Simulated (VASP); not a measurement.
Consider the following.

```yaml
crystal:
  lattice:
    - [4.09418, 0.00000, 0.00000]
    - [0.00000, 4.09418, 0.00000]
    - [0.00000, 0.00000, 5.44515]
  atoms:
    - { symbol: La, position: [0.50000, 0.50000, 0.69898] }
    - { symbol: Si, position: [0.00000, 0.00000, 0.96936] }
    - { symbol: Pt, position: [0.50000, 0.00000, 0.19718] }
    - { symbol: Pt, position: [0.00000, 0.50000, 0.19718] }
    - { symbol: Pt, position: [0.00000, 0.00000, 0.54551] }
```

Level of theory: PBEsol GGA, VASP's PBE PAW potentials (set 64) (plane waves; VASP 6.6.1). Numerical set-up: 400 eV cut-off, Gaussian smearing of 0.050 eV, potentials La Si Pt.

Unless said otherwise, spin-orbit coupling is left out, though it shifts the bands of the heavy elements here.

### Question
What does the run give for the band gap (along the path) with the smallest direct gap where there is one?

### Answer

```
Item                                                          Value
-------------------------  ----------------------------------------
band gap (along the path)  none (metal, semimetal or under 0.01 eV)
```

Only differences to runs with the same potentials and settings are physical.

The structure comes from a computed database's LaSiPt3 entry (P4mm); how it stands against other phases isn't given here. It was relaxed first. The electron count is odd and the run is not spin-polarised, which forces a metal.
